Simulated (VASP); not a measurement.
Given:

```yaml
crystal:
  lattice:
    - [4.08977, 0.00000, 0.00000]
    - [0.00000, 4.08977, 0.00000]
    - [0.00000, 0.00000, 4.08977]
  atoms:
    - { symbol: K, position: [0.00000, 0.00000, 0.00000] }
    - { symbol: Mg, position: [0.50000, 0.50000, 0.50000] }
    - { symbol: F, position: [0.50000, 0.00000, 0.50000] }
    - { symbol: F, position: [0.00000, 0.50000, 0.50000] }
    - { symbol: F, position: [0.50000, 0.50000, 0.00000] }
```

Computed with vdW-DF2, VASP's PBE PAW potentials (set 64) (plane waves; VASP). Run with 520 eV cut-off, 6×6×6 Γ-centred mesh, Gaussian smearing of 0.050 eV, potentials K_sv Mg F.

Question: Give the stress tensor in GPa (positive for a compressed cell).

Answer: 
```
-1.96   0.00   0.00
 0.00  -1.96   0.00
 0.00   0.00  -1.96
```
The pressure is its mean diagonal, -1.96 GPa.

The compound is KMgF3 in the cubic perovskite structure. This cell is one point of a volume scan, at 1.03 of the reference volume.
